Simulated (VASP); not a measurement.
# HfZrSe3 (R-3) in VASP: further runs

The runs below take HfZrSe3 through equation of state, with PBE.

Everything below comes from runs of VASP 6.6.1. Logs are shortened: lines on timing, memory, paths and dates and some standing lists are left out, and cuts for length are marked.

## Step 1: Starting point

The structure is trigonal, space group R-3 (No. 148). The conventional cell has a = 6.483 Å, b = 6.483 Å, c = 19.438 Å, α = 90.00°, β = 90.00°, γ = 120.00°. Zr (site symmetry -3) is surrounded by 6 Se at 2.72 Å. Zr (site symmetry -3) has 6 Se at 2.72 Å as nearest neighbours. Around Hf (site symmetry 3) lie 6 Se at 2.72 Å. Se (site symmetry 1) is surrounded by 2 Zr at 2.72 Å and 2 Hf at 2.72 Å.

The cell was built by a generator and needn't be a form met in nature.

## Step 2: Equation of state, PBE, 23.58 Å³/atom

Input file INCAR:

```
SYSTEM = HfZrSe3
PREC = Accurate
ENCUT = 520
EDIFF = 1E-6
ISMEAR = 0
SIGMA = 0.1
LREAL = .FALSE.
LASPH = .TRUE.
NELM = 100
ALGO = Normal
ISIF = 4
LWAVE = .FALSE.
LCHARG = .FALSE.
GGA = PE
IBRION = 2
NSW = 30
EDIFFG = -0.02
KPAR = 4
```

Input file KPOINTS:

```
regular mesh
0
G
  6 6 6
  0 0 0
```

Input file POSCAR:

```
HfZrSe3
1.0
    3.2414930000      1.8714770000      6.4793900000
   -3.2414930000      1.8714770000      6.4793900000
    0.0000000000     -3.7429540000      6.4793900000
Zr Hf Se
2 2 6
Direct
    0.0000000000      0.0000000000      0.0000000000
    0.5000000000      0.5000000000      0.5000000000
    0.6641110000      0.6641110000      0.6641110000
    0.3358890000      0.3358890000      0.3358890000
    0.0768160000      0.4218400000      0.7564240000
    0.4218400000      0.7564240000      0.0768160000
    0.7564240000      0.0768160000      0.4218400000
    0.9231840000      0.5781600000      0.2435760000
    0.5781600000      0.2435760000      0.9231840000
    0.2435760000      0.9231840000      0.5781600000
```

Potentials or basis: VASP PAW PBE potentials, release 64 (Zr_sv, Hf_pv, Se).

Launch:

```sh
cat potpaw_PBE.64/Zr_sv/POTCAR potpaw_PBE.64/Hf_pv/POTCAR potpaw_PBE.64/Se/POTCAR > POTCAR
mpirun -np 4 vasp_std > vasp.out
```

OUTCAR:

```text
SYSTEM = HfZrSe3
   PREC = Accurate
   ENCUT = 520
   EDIFF = 1E-6
   ISMEAR = 0
   LREAL = .FALSE.
   LASPH = .TRUE.
   NELM = 100
   ISIF = 4
   GGA = PE
   IBRION = 2
   NSW = 30
   EDIFFG = -0.02

 ion  position               nearest neighbor table
   1  0.000  0.000  0.000-   6 2.72   9 2.72   8 2.72   5 2.72   7 2.72  10 2.72   3 3.74   3 3.74
                             4 3.74   4 3.74   3 3.74   4 3.74
   2  0.500  0.500  0.500-   7 2.72  10 2.72   8 2.72   5 2.72   9 2.72   6 2.72   3 3.19   4 3.19

   3  0.664  0.664  0.664-   5 2.72   6 2.72   7 2.72  10 2.72   8 2.72   9 2.72   2 3.19   1 3.74
                             1 3.74   1 3.74   4 3.74   4 3.74   4 3.74
   4  0.336  0.336  0.336-   8 2.72   9 2.72  10 2.72   7 2.72   5 2.72   6 2.72   2 3.19   1 3.74
                             1 3.74   1 3.74   3 3.74   3 3.74   3 3.74
   5  0.077  0.422  0.756-   2 2.72   1 2.72   3 2.72   4 2.72
   6  0.422  0.756  0.077-   2 2.72   1 2.72   3 2.72   4 2.72
   7  0.756  0.077  0.422-   2 2.72   1 2.72   3 2.72   4 2.72
   8  0.923  0.578  0.244-   2 2.72   1 2.72   4 2.72   3 2.72
   9  0.578  0.244  0.923-   2 2.72   1 2.72   4 2.72   3 2.72
  10  0.244  0.923  0.578-   2 2.72   1 2.72   4 2.72   3 2.72

  LATTYP: Found a trigonal (rhomboedric) cell.
 ALAT       =     7.4827934492
 COS(alpha) =     0.6246877836

  Lattice vectors:

 A1 = (   3.2414930000,   1.8714770000,   6.4793900000)
 A2 = (  -3.2414930000,   1.8714770000,   6.4793900000)
 A3 = (   0.0000000000,  -3.7429540000,   6.4793900000)

Analysis of symmetry for initial positions (statically):
=====================================================================
 Subroutine PRICEL returns:
 Original cell was already a primitive cell.

 Routine SETGRP: Setting up the symmetry group for a
 trigonal (rhombohedral) supercell.

 Subroutine GETGRP returns: Found  6 space group operations
 (whereof  6 operations were pure point group operations)
 out of a pool of 12 trial point group operations.

The static configuration has the point symmetry S_6 .

Analysis of symmetry for dynamics (positions and initial velocities):
=====================================================================
 Subroutine PRICEL returns:
 Original cell was already a primitive cell.

 Routine SETGRP: Setting up the symmetry group for a
 trigonal (rhombohedral) supercell.

 Subroutine GETGRP returns: Found  6 space group operations
 (whereof  6 operations were pure point group operations)
 out of a pool of 12 trial point group operations.

The dynamic configuration has the point symmetry S_6 .

 Subroutine INISYM returns: Found  6 space group operations
 (whereof  6 operations are pure point group operations),
 and found     1 'primitive' translations

----------------------------------------------------------------------------------------

                                     Primitive cell

  volume of cell :     235.8386

  direct lattice vectors                    reciprocal lattice vectors
     3.241493000  1.871477000  6.479390000     0.154249909  0.089056220  0.051445172
    -3.241493000  1.871477000  6.479390000    -0.154249909  0.089056220  0.051445172
     0.000000000 -3.742954000  6.479390000     0.000000000 -0.178112439  0.051445172

  length of vectors
     7.482793449  7.482793449  7.482793557     0.185393232  0.185393232  0.185393222

  position of ions in fractional coordinates (direct lattice)
     0.000000000  0.000000000  0.000000000
     0.500000000  0.500000000  0.500000000
     0.664111000  0.664111000  0.664111000
     0.335889000  0.335889000  0.335889000
     0.076816000  0.421840000  0.756424000
     0.421840000  0.756424000  0.076816000
     0.756424000  0.076816000  0.421840000
     0.923184000  0.578160000  0.243576000
     0.578160000  0.243576000  0.923184000
     0.243576000  0.923184000  0.578160000

  ion indices of the primitive-cell ions
   primitive index   ion index
                 1           1
                 2           2
                 3           3
                 4           4
                 5           5
                 6           6
                 7           7
                 8           8
                 9           9
                10          10

----------------------------------------------------------------------------------------

 KPOINTS: regular mesh

Automatic generation of k-mesh.
 Grid dimensions read from file:
 generate k-points for:    6    6    6

 Generating k-lattice:

  Cartesian coordinates                     Fractional coordinates (reciprocal lattice)
     0.025708318  0.014842703  0.008574195     0.166666667  0.000000000  0.000000000
    -0.025708318  0.014842703  0.008574195     0.000000000  0.166666667  0.000000000
     0.000000000 -0.029685407  0.008574195     0.000000000  0.000000000  0.166666667

  Length of vectors
     0.030898872  0.030898872  0.030898870

  Shift w.r.t. Gamma in fractional coordinates (k-lattice)
     0.000000000  0.000000000  0.000000000

 Subroutine IBZKPT returns following result:
 ===========================================

 Found     40 irreducible k-points:

 Following reciprocal coordinates:
            Coordinates               Weight
  0.000000  0.000000  0.000000      1.000000
  0.166667  0.000000  0.000000      6.000000
  0.333333  0.000000  0.000000      6.000000
  0.500000  0.000000  0.000000      3.000000
  0.166667  0.166667 -0.000000      6.000000
  0.333333  0.166667  0.000000      6.000000
[... 16 lines left out ...]
  0.333333  0.333333  0.166667      6.000000
  0.500000  0.333333  0.166667      6.000000
 [... further k-points ...]
   k-points           NKPTS =     40   k-points in BZ     NKDIM =     40   number of bands    NBANDS=     48
   number of dos      NEDOS =    301   number of ions     NIONS =     10
   total plane-waves  NPLWV = 175616
   dimension x,y,z NGX =    56 NGY =   56 NGZ =   56
   dimension x,y,z NGXF=   112 NGYF=  112 NGZF=  112
   ions per type =               2   2   6
   NGX,Y,Z   is equivalent  to a cutoff of  12.44, 12.44, 12.44 a.u.
   NGXF,Y,Z  is equivalent  to a cutoff of  24.88, 24.88, 24.88 a.u.
 SYSTEM =  HfZrSe3
   PREC   = accura    normal or accurate (medium, high low for compatibility)
   ISTART =      0    job   : 0-new  1-cont  2-samecut
   ICHARG =      2    charge: 1-file 2-atom 10-const
   ISPIN  =      1    spin polarized calculation?
   LNONCOLLINEAR =      F non collinear calculations
   LSORBIT =      F    spin-orbit coupling
   LASPH  =      T    aspherical Exc in radial PAW
   ENCUT  =  520.0 eV  38.22 Ry    6.18 a.u.  13.91 13.91 13.91*2*pi/ulx,y,z
   NELM   =    100;   NELMIN=  2; NELMDL= -5     # of ELM steps
   EDIFF  = 0.1E-05   stopping-criterion for ELM
   LREAL  =      F    real-space projection
   EDIFFG = -.2E-01   stopping-criterion for IOM
   NSW    =     30    number of steps for IOM
   IBRION =      2    ionic relax: 0-MD 1-quasi-New 2-CG
   NFREE  =      1    steps in history (QN), initial steepest desc. (CG)
   ISIF   =      4    stress and relaxation
   ISYM   =      2    0-nonsym 1-usesym 2-fastsym
   POTIM  = 0.5000    time-step for ionic-motion
   TEBEG  =    0.0;   TEEND  =   0.0 temperature during run
   PSTRESS=    0.0 pullay stress
   NELECT =      80.0000    total number of electrons
   NUPDOWN=      -1.0000    fix difference up-down
   EMIN   =  10.00;   EMAX   =-10.00  energy-range for DOS
   EFERMI =   0.00;   METHOD = LEGACY
   ISMEAR =     0;   SIGMA  =   0.10  broadening in eV -4-tet -1-fermi 0-gaus
   EFERMI_NEDOS =   21; number of points for ismear=-14 and -15
   IALGO  =     38    algorithm
   IMIX   =      4    mixing-type and parameters
     AMIX     =   0.40;   BMIX     =  1.00
     AMIX_MAG =   1.60;   BMIX_MAG =  1.00
  volume/ion in A,a.u.               =      23.58       159.15
  Fermi-wavevector in a.u.,A,eV,Ry     =   1.141738  2.157572 17.736092  1.303566
  Thomas-Fermi vector in A             =   2.278438
   LORBIT       =      0    0 simple, 1 ext, 2 COOP (PROOUT), +10 PAW based schemes
   GGA     = PE    functional components
   LHFCALC =     F    Hartree Fock is set to
   AEXX    =    0.0000 exact exchange contribution
   IVDW    =     0    specifies the selected vdW correction
   LEPSILON=     F    determine dielectric tensor
   LRPA    =     F    only Hartree local field effects (RPA)
 conjugate gradient relaxation of ions
 non-spin polarized calculation
 Gauss-broadening in eV      SIGMA  =   0.10
  energy-cutoff  :      520.00
  volume of cell :      235.84
 maximum number of plane-waves:      6382
   NGX = 27   NGY = 27   NGZ = 27

 number of electron      79.9999999 magnetization

 Free energy of the ion-electron system (eV)
  ---------------------------------------------------
  ext. energy  EPLUGINS =         0.00000000
  ---------------------------------------------------
  free energy    TOTEN  =       -71.01852911 eV

  energy without entropy =      -70.99165064  energy(sigma->0) =      -71.00508988

 E-fermi :   5.6448     XC(G=0): -10.0088

 val. band max:        5.6387489164   @ k =   0.1667   0.0000   0.0000
 cond. band min:       5.6477442555   @ k =   0.5000  -0.1667  -0.3333
 fundamental gap:      0.0089953391
 Fermi energy:         5.6448369030

 k-point     1 :       0.0000    0.0000    0.0000
  band No.  band energies     occupation
      1     -44.2926      2.00000
      2     -44.1566      2.00000
      3     -26.1455      2.00000
      4     -26.1455      2.00000
      5     -26.0856      2.00000
      6     -26.0856      2.00000
[... 40 lines left out ...]
     47       7.1961      0.00000
     48       7.1981      0.00000

 k-point     2 :       0.1667    0.0000    0.0000
  band No.  band energies     occupation
      1     -44.2926      2.00000
      2     -44.1566      2.00000
      3     -26.1471      2.00000
      4     -26.1428      2.00000
      5     -26.0883      2.00000
      6     -26.0841      2.00000
[... 40 lines left out ...]
     47       7.5581      0.00000
     48       7.6195      0.00000

 k-point     3 :       0.3333    0.0000    0.0000
  band No.  band energies     occupation
      1     -44.2926      2.00000
      2     -44.1566      2.00000
      3     -26.1500      2.00000
      4     -26.1358      2.00000
      5     -26.0953      2.00000
      6     -26.0813      2.00000
[... 40 lines left out ...]
     47       7.8266      0.00000
     48       7.9667      0.00000

 k-point     4 :       0.5000    0.0000    0.0000
  band No.  band energies     occupation
      1     -44.2926      2.00000
      2     -44.1566      2.00000
      3     -26.1514      2.00000
      4     -26.1308      2.00000
      5     -26.1003      2.00000
      6     -26.0799      2.00000
[... 958 lines left out ...]
     47       7.8669      0.00000
     48       7.9155      0.00000

 k-point    23 :       0.3333    0.3333    0.1667
  band No.  band energies     occupation
      1     -44.2926      2.00000
      2     -44.1566      2.00000
      3     -26.1472      2.00000
      4     -26.1428      2.00000
      5     -26.0883      2.00000
      6     -26.0840      2.00000
[... 40 lines left out ...]
     47       7.4033      0.00000
     48       7.5096      0.00000

 k-point    24 :       0.5000    0.3333    0.1667
  band No.  band energies     occupation
      1     -44.2926      2.00000
      2     -44.1566      2.00000
      3     -26.1497      2.00000
      4     -26.1372      2.00000
      5     -26.0940      2.00000
      6     -26.0814      2.00000
[... 40 lines left out ...]
     47       7.3288      0.00000
     48       7.8134      0.00000

 [... further k-points ...]
[... 5 lines left out ...]
  --------------------------------------------------------------------------------------
  -------------------------------------------------------------------------------------
  Total       -0.0359515     -0.0359515     -0.0447525      0.0000001     -0.0000000      0.0000000
  in kB       -0.2442378     -0.2442378     -0.3040277      0.0000008     -0.0000000      0.0000000
  external PRESSURE =      -0.2641677 kB  Pullay stress =       0.0000000 kB

 VOLUME and BASIS-vectors are now :
 -----------------------------------------------------------------------------
  energy-cutoff  :      520.00
  volume of cell :      235.84
      direct lattice vectors                 reciprocal lattice vectors
     3.241493000  1.871477000  6.479390000     0.154249909  0.089056220  0.051445172
    -3.241493000  1.871477000  6.479390000    -0.154249909  0.089056220  0.051445172
     0.000000000 -3.742954000  6.479390000     0.000000000 -0.178112439  0.051445172

 POSITION                                       TOTAL-FORCE (eV/Angst)
 -----------------------------------------------------------------------------------
      0.00000      0.00000      0.00000         0.000000      0.000000     -0.000000
      0.00000      0.00000      9.71908         0.000000      0.000000     -0.000000
      0.00000      0.00000     12.90910         0.000000      0.000000     -0.004316
      0.00000      0.00000      6.52907         0.000000      0.000000      0.004316
     -1.11839     -1.89804      8.13215        -0.000816      0.000145      0.000331
     -1.08455      1.91758      8.13215         0.000534      0.000635      0.000331
      2.20294     -0.01954      8.13215         0.000283     -0.000780      0.000331
      1.11839      1.89804     11.30602         0.000816     -0.000145     -0.000331
      1.08455     -1.91758     11.30602        -0.000534     -0.000635     -0.000331
     -2.20294      0.01954     11.30602        -0.000283      0.000780     -0.000331
 -----------------------------------------------------------------------------------
    total drift:                                0.000000      0.000000      0.000000

  FREE ENERGIE OF THE ION-ELECTRON SYSTEM (eV)
  ---------------------------------------------------
  free  energy   TOTEN  =       -71.0185291135 eV

  energy  without entropy=      -70.9916506421  energy(sigma->0) =      -71.00508988

 reached required accuracy - stopping structural energy minimisation
```

Wall time 2.8 min (4 MPI ranks of Intel Xeon 6975P-C (Granite Rapids), shared host); peak memory 0.69 GiB.

What came out:

```
Free energy            : -71.0185 eV
Pressure               : 0.0 GPa
Largest force          : 0.004 eV/Å
Band gap on the k mesh : none (metal or under the smearing width)
```

## Step 3: Equation of state, PBE, 22.88 Å³/atom (volume scaled by 0.97)

INCAR is that of step 2.

KPOINTS is that of step 2.

POSCAR, as its differences from that of step 2:

```diff
@@ -2,5 +2,5 @@
 1.0
-    3.2414930000      1.8714770000      6.4793900000
-   -3.2414930000      1.8714770000      6.4793900000
-    0.0000000000     -3.7429540000      6.4793900000
+    3.2087484077      1.8525718994      6.4139371412
+   -3.2087484077      1.8525718994      6.4139371412
+    0.0000000000     -3.7051437988      6.4139371412
 Zr Hf Se
```

Potentials or basis: VASP PAW PBE potentials, release 64 (Zr_sv, Hf_pv, Se).

Launch:

```sh
cat potpaw_PBE.64/Zr_sv/POTCAR potpaw_PBE.64/Hf_pv/POTCAR potpaw_PBE.64/Se/POTCAR > POTCAR
mpirun -np 4 vasp_std > vasp.out
```

Wall time 8.1 min (4 MPI ranks of Intel Xeon 6975P-C (Granite Rapids), shared host); peak memory 0.71 GiB.

The run converged. Its results:

```
Free energy            : -70.9748 eV
Pressure               : 2.0 GPa
Largest force          : 0.006 eV/Å
Band gap on the k mesh : none (metal or under the smearing width)
```

## Step 4: Equation of state, PBE, 24.29 Å³/atom (volume scaled by 1.03)

INCAR is that of step 3.

KPOINTS is that of step 3.

POSCAR, as its differences from that of step 3:

```diff
@@ -2,5 +2,5 @@
 1.0
-    3.2087484077      1.8525718994      6.4139371412
-   -3.2087484077      1.8525718994      6.4139371412
-    0.0000000000     -3.7051437988      6.4139371412
+    3.2735890775      1.8900076804      6.5435465486
+   -3.2735890775      1.8900076804      6.5435465486
+    0.0000000000     -3.7800153608      6.5435465486
 Zr Hf Se
```

Launch:

```sh
cat potpaw_PBE.64/Zr_sv/POTCAR potpaw_PBE.64/Hf_pv/POTCAR potpaw_PBE.64/Se/POTCAR > POTCAR
mpirun -np 4 vasp_std > vasp.out
```

Run time: 7.2 min. Hardware: 4 MPI ranks of Intel Xeon 6975P-C (Granite Rapids), shared host; peak memory 0.75 GiB.

Results (log left out):

| Property | Result |
| --- | --- |
| Free energy | -70.9789 eV |
| Pressure | -1.8 GPa |
| Largest force | 0.009 eV/Å |
| Band gap on the k mesh | none (metal or under the smearing width) |

## Step 5: Equation of state, PBE, 22.17 Å³/atom (volume scaled by 0.94)

INCAR is that of step 4.

KPOINTS is that of step 4.

POSCAR, as its differences from that of step 4:

```diff
@@ -2,5 +2,5 @@
 1.0
-    3.2735890775      1.8900076804      6.5435465486
-   -3.2735890775      1.8900076804      6.5435465486
-    0.0000000000     -3.7800153608      6.5435465486
+    3.1753215143      1.8332728720      6.3471204370
+   -3.1753215143      1.8332728720      6.3471204370
+    0.0000000000     -3.6665457440      6.3471204370
 Zr Hf Se
```

Launch:

```sh
cat potpaw_PBE.64/Zr_sv/POTCAR potpaw_PBE.64/Hf_pv/POTCAR potpaw_PBE.64/Se/POTCAR > POTCAR
mpirun -np 4 vasp_std > vasp.out
```

It took 7.4 min on 4 MPI ranks of Intel Xeon 6975P-C (Granite Rapids), shared host; peak memory 0.72 GiB.

Results (log left out):

| Item | Value |
| --- | --- |
| Free energy | -70.8323 eV |
| Pressure | 4.5 GPa |
| Largest force | 0.015 eV/Å |
| Band gap on the k mesh | none (metal or under the smearing width) |

## Step 6: Equation of state, PBE, 25.00 Å³/atom (volume scaled by 1.06)

INCAR is that of step 5.

KPOINTS is that of step 5.

POSCAR, as its differences from that of step 5:

```diff
@@ -2,5 +2,5 @@
 1.0
-    3.1753215143      1.8332728720      6.3471204370
-   -3.1753215143      1.8332728720      6.3471204370
-    0.0000000000     -3.6665457440      6.3471204370
+    3.3050678266      1.9081819461      6.6064691255
+   -3.3050678266      1.9081819461      6.6064691255
+    0.0000000000     -3.8163638921      6.6064691255
 Zr Hf Se
```

Potentials or basis: VASP PAW PBE potentials, release 64 (Zr_sv, Hf_pv, Se).

Launch:

```sh
cat potpaw_PBE.64/Zr_sv/POTCAR potpaw_PBE.64/Hf_pv/POTCAR potpaw_PBE.64/Se/POTCAR > POTCAR
mpirun -np 4 vasp_std > vasp.out
```

It took 10 min on 4 MPI ranks of Intel Xeon 6975P-C (Granite Rapids), shared host; peak memory 0.83 GiB.

Results (log left out):

| Quantity | Value |
| --- | --- |
| Free energy | -70.8691 eV |
| Pressure | -3.2 GPa |
| Largest force | 0.009 eV/Å |
| Band gap on the k mesh | none (metal or under the smearing width) |
